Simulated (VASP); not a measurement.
Output of a VASP run:

File OUTCAR:
```
 ion  position               nearest neighbor table
   1  0.000  0.000  0.000-   2 2.68   3 2.68   3 2.68   2 2.68   3 2.68   2 2.68
   2  0.333  0.667  0.250-   1 2.68   1 2.68   1 2.68
   3  0.667  0.333  0.750-   1 2.68   1 2.68   1 2.68
  LATTYP: Found a hexagonal cell.
 ALAT       =     3.8100001832
 C/A-ratio  =     1.6115484789
 Subroutine PRICEL returns:
 Original cell was already a primitive cell.
 Subroutine GETGRP returns: Found 12 space group operations
The static configuration has the point symmetry D_3d.
The dynamic configuration has the point symmetry D_3d.
 Subroutine INISYM returns: Found 12 space group operations
 Subroutine IBZKPT returns following result:
 Found     24 irreducible k-points:

 Following reciprocal coordinates:
            Coordinates               Weight
  0.000000  0.000000  0.000000      1.000000
  0.166667 -0.000000  0.000000      6.000000
  0.333333 -0.000000  0.000000      6.000000
  0.500000 -0.000000  0.000000      3.000000
  0.166667  0.166667  0.000000      6.000000
  0.333333  0.166667  0.000000     12.000000
  0.333333  0.333333  0.000000      2.000000
  0.000000  0.000000  0.250000      2.000000
  0.166667 -0.000000  0.250000      6.000000
 -0.000000  0.166667  0.250000      6.000000
  0.333333 -0.000000  0.250000      6.000000
 -0.000000  0.333333  0.250000      6.000000
  0.500000 -0.000000  0.250000      6.000000
  0.166667  0.166667  0.250000     12.000000
  0.333333  0.166667  0.250000     12.000000
 -0.166667  0.500000  0.250000     12.000000
  0.333333  0.333333  0.250000      4.000000
  0.000000  0.000000  0.500000      1.000000
  0.166667 -0.000000  0.500000      6.000000
  0.333333 -0.000000  0.500000      6.000000
  0.500000 -0.000000  0.500000      3.000000
  0.166667  0.166667  0.500000      6.000000
  0.333333  0.166667  0.500000     12.000000
  0.333333  0.333333  0.500000      2.000000
   k-points           NKPTS =     24   k-points in BZ     NKDIM =     24   number of bands    NBANDS=     17
   number of dos      NEDOS =    301   number of ions     NIONS =      3
   total plane-waves  NPLWV =  31360
   dimension x,y,z NGX =    28 NGY =   28 NGZ =   40
   dimension x,y,z NGXF=    56 NGYF=   56 NGZF=   80
   ions per type =               1   2
   PREC   = accura    normal or accurate (medium, high low for compatibility)
   ISTART =      0    job   : 0-new  1-cont  2-samecut
   ICHARG =      2    charge: 1-file 2-atom 10-const
   ISPIN  =      1    spin polarized calculation?
   LNONCOLLINEAR =      F non collinear calculations
   LSORBIT =      F    spin-orbit coupling
   INIWAV =      1    electr: 0-lowe 1-rand  2-diag
   ENCUT  =  400.0 eV  29.40 Ry    5.42 a.u.   6.21  6.21 10.01*2*pi/ulx,y,z
   NELM   =    100;   NELMIN=  2; NELMDL= -5     # of ELM steps
   EDIFF  = 0.1E-05   stopping-criterion for ELM
   LREAL  =      F    real-space projection
   NLSPLINE    = F    spline interpolate recip. space projectors
   LMAXMIX     =    4 max onsite mixed and CHGCAR
   VOSKOWN=      0    Vosko Wilk Nusair interpolation
   EDIFFG = 0.1E-04   stopping-criterion for IOM
   NSW    =      0    number of steps for IOM
   NBLOCK =      1;   KBLOCK =      1    inner block; outer block
   IBRION =     -1    ionic relax: 0-MD 1-quasi-New 2-CG
   NFREE  =      0    steps in history (QN), initial steepest desc. (CG)
   ISIF   =      2    stress and relaxation
   ISYM   =      2    0-nonsym 1-usesym 2-fastsym
   TEIN   =    0.0    initial temperature
   TEBEG  =    0.0;   TEEND  =   0.0 temperature during run
   SMASS  =  -3.00    Nose mass-parameter (am)
   PSTRESS=    0.0 pullay stress
   NELECT =      25.5000    total number of electrons
   EFERMI =   0.00;   METHOD = LEGACY
   ISMEAR =     0;   SIGMA  =   0.05  broadening in eV -4-tet -1-fermi 0-gaus
   IALGO  =     38    algorithm
   LDIAG  =      T    sub-space diagonalisation (order eigenvalues)
   IMIX   =      4    mixing-type and parameters
     AMIX     =   0.40;   BMIX     =  1.00
...
```

**OSZICAR**
```
       N       E                     dE             d eps       ncg     rms          rms(c)
DAV:   1     0.171324780595E+03    0.17132E+03   -0.10403E+04   816   0.137E+03
DAV:   2     0.274802913667E+01   -0.16858E+03   -0.16508E+03   920   0.338E+02
DAV:   3    -0.133581234736E+02   -0.16106E+02   -0.15875E+02  1027   0.108E+02
DAV:   4    -0.138189501685E+02   -0.46083E+00   -0.45187E+00  1005   0.195E+01
DAV:   5    -0.138293067604E+02   -0.10357E-01   -0.10355E-01  1200   0.285E+00    0.496E+00
DAV:   6    -0.137533013774E+02    0.76005E-01   -0.35124E-01  1057   0.787E+00    0.310E+00
DAV:   7    -0.137438077936E+02    0.94936E-02   -0.12782E-01  1020   0.293E+00    0.717E-01
DAV:   8    -0.137431710734E+02    0.63672E-03   -0.12704E-02  1081   0.132E+00    0.210E-01
DAV:   9    -0.137434041077E+02   -0.23303E-03   -0.11801E-03   914   0.257E-01    0.559E-02
DAV:  10    -0.137434228175E+02   -0.18710E-04   -0.11486E-04  1159   0.806E-02    0.232E-02
DAV:  11    -0.137434333960E+02   -0.10578E-04   -0.20929E-05   900   0.314E-02    0.581E-03
DAV:  12    -0.137434345520E+02   -0.11560E-05   -0.25749E-06   868   0.140E-02    0.401E-03
DAV:  13    -0.137434349008E+02   -0.34877E-06   -0.98957E-07   643   0.805E-03
   1 F= -.13743435E+02 E0= -.13740958E+02  d E =-.495445E-02
```

File OUTCAR:
```
------------------------ aborting loop because EDIFF is reached ----------------------------------------
  FORCE on cell =-STRESS in cart. coord.  units (eV):
  Direction    XX          YY          ZZ          XY          YZ          ZX
  --------------------------------------------------------------------------------------
  Total       -2.6902598     -2.6902601     -2.7381241     -0.0000000      0.0000000      0.0000000
  in kB      -55.8413380    -55.8413452    -56.8348517     -0.0000000      0.0000000      0.0000000
  external PRESSURE =     -56.1725116 kB  Pullay stress =       0.0000000 kB
  volume of cell :       77.19
      direct lattice vectors                 reciprocal lattice vectors
     1.905000000 -3.299557000  0.000000000     0.262467192 -0.151535494  0.000000000
     1.905000000  3.299557000  0.000000000     0.262467192  0.151535494  0.000000000
     0.000000000  0.000000000  6.140000000     0.000000000  0.000000000  0.162866450
 POSITION                                       TOTAL-FORCE (eV/Angst)
 -----------------------------------------------------------------------------------
      0.00000      0.00000      0.00000        -0.000000     -0.000000      0.000000
      1.90500      1.09985      1.53500         0.000000      0.000000      0.898598
      1.90500     -1.09985      4.60500        -0.000000     -0.000000     -0.898598
 -----------------------------------------------------------------------------------
    total drift:                                0.000000      0.000000      0.000000
  FREE ENERGIE OF THE ION-ELECTRON SYSTEM (eV)
  ---------------------------------------------------
  free  energy   TOTEN  =       -13.7434349008 eV

  energy  without entropy=      -13.7384804503  energy(sigma->0) =      -13.74095768
```
(Selected blocks of OUTCAR.)

File POSCAR:
```
SnSe2
1
    1.9050000000    -3.2995570000     0.0000000000
    1.9050000000     3.2995570000     0.0000000000
    0.0000000000     0.0000000000     6.1400000000
Sn Se
1 2
Direct
  0.0000000000   0.0000000000   0.0000000000
  0.3333330000   0.6666670000   0.2500000000
  0.6666670000   0.3333330000   0.7500000000
```

Reconstruct the remaining input files.

One answer among several that fit: the input of the run itself, PBE GGA, plane waves, VASP's PBE PAW potentials (set 64).

KPOINTS:
```
Automatic mesh
0
Gamma
6 6 4
0 0 0
```

**INCAR**
```
! general
SYSTEM   =  SnSe2
PREC     =  Accurate
ENCUT    =  400
LREAL    =  F
LASPH    =  T
NELECT   =  25.5

! electronic loop
EDIFF    =  1E-6
NELM     =  100
ALGO     =  Normal
LMAXMIX  =  4

! smearing
ISMEAR   =  0
SIGMA    =  0.05

! functional
GGA      =  PE

! ions
ISIF     =  2

! output
LWAVE    =  F
LCHARG   =  F
```

POTCAR, in this order: Sn_d Se (PBE.64 set). Program: vasp_std.

The cell is charged, with a uniform compensating background.

The compound is SnSe2 in the 1T layered structure. The cell was not relaxed at this level. The k-mesh is coarse (spacing up to 0.32 per Å, 2π included), so the numbers may not be converged in it. The run is one of a series of settings (NELECT = 25.5 against the base run), some of them coarse on purpose.
